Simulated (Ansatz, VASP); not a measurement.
Given: the input of a run of Ansatz 0.2.0 on MgPb2N2. The cell comes from a database or a generator and needn't be the stable form of this composition.

The input input.yaml:

```yaml
crystal:
  lattice:
    - [3.391744212, 0.0, 0.0]
    - [-1.695872106, 2.9373366507, 0.0]
    - [0.0, 0.0, 9.2349600287]
  atoms:
    - { symbol: Pb, position: [0.3333333333, 0.6666666667, 0.71345] }
    - { symbol: Pb, position: [0.6666666667, 0.3333333333, 0.28655] }
    - { symbol: Mg, position: [0.0, 0.0, 0.0] }
    - { symbol: "N", position: [0.3333333333, 0.6666666667, 0.138179] }
    - { symbol: "N", position: [0.6666666667, 0.3333333333, 0.861821] }
hamiltonian:
  xc: pbe
  pseudopotentials: { kind: paw }
kpoints:
  mp_grid: { grid: [9, 9, 3] }
scf:
  occupations: { method: fermi_dirac, width: 0.05 }
output:
  forces: true
  stress: true
  eigenvalues: true
```

Potentials or basis: Ansatz PAW.

Command:

```bash
$ ansatz run input.yaml --threads 2 --pin off --max-ram 5120MiB --backend cpu --events-out ev --progress --plain --runs-dir out
```

What does the same run look like in VASP 6.6.1? Potentials or basis there: PBE PAW files Mg, N, Pb_d, 520 eV.

As run (cutoffs and basis follow the program's own potentials, and thresholds, step limits or extra output files can differ):

The input INCAR:

```
  PREC = Accurate
  ENCUT = 520
  EDIFF = 1E-7
  ISMEAR = -1
  SIGMA = 0.05
  LREAL = F
  LASPH = T
  NELM = 60
  ALGO = Normal
  ISIF = 2
  LWAVE = F
  LCHARG = T
  GGA = PE
  LELF = T
  LVHAR = T
  NBANDS = 28
```

The input KPOINTS:

```
regular mesh
0
Gamma
  9 9 3
```

POSCAR

```
MgPb2N2
1.0
    3.3917442120      0.0000000000      0.0000000000
   -1.6958721060      2.9373366507      0.0000000000
    0.0000000000      0.0000000000      9.2349600287
Pb Mg N
2 1 2
Direct
    0.3333333333      0.6666666667      0.7134500000
    0.6666666667      0.3333333333      0.2865500000
    0.0000000000      0.0000000000      0.0000000000
    0.3333333333      0.6666666667      0.1381790000
    0.6666666667      0.3333333333      0.8618210000
```

Potentials or basis: VASP PAW PBE potentials, release 64 (Pb_d, Mg, N).

Launch:

```bash
$ cat potpaw_PBE.64/Pb_d/POTCAR potpaw_PBE.64/Mg/POTCAR potpaw_PBE.64/N/POTCAR > POTCAR
$ mpirun -np 1 vasp_std > vasp.out
```

Both were run:

|  | Ansatz | VASP |
| --- | --- | --- |
| Pressure | -0.1 GPa | -0.2 GPa |

Ansatz's pressure holds a Pulay term of +0.20 GPa for its cutoff of 420 eV, which the other run lacks.

The potentials hold 48 and 40 valence electrons a cell.

Where Ansatz's input types no cutoff or centring, it takes its own default and a Γ-centred mesh.

Pressure is positive in compression.
